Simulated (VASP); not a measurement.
Here is the system:

```xyz
2
Lattice="4.2900 0.0000 0.0000 0.0000 4.2900 0.0000 0.0000 0.0000 4.2900" Properties=species:S:1:pos:R:3 pbc="T T T"
Cs     0.0000     0.0000     0.0000
Br     2.1450     2.1450     2.1450
```

Calculation: PBE GGA, VASP's PBE PAW potentials (set 64) (plane waves; VASP 6.6.1). Run with 400 eV cut-off, 5×5×5 Γ-centred mesh, Gaussian smearing of 0.050 eV, potentials Cs_sv Br.

Problem. Give the stress tensor in GPa (positive for a compressed cell).

Solution. 
```
1.03  0.00  0.00
0.00  1.03  0.00
0.00  0.00  1.03
```
The pressure is its mean diagonal, 1.03 GPa.

The compound is CsBr in the CsCl type structure. The cell was not relaxed at this level.
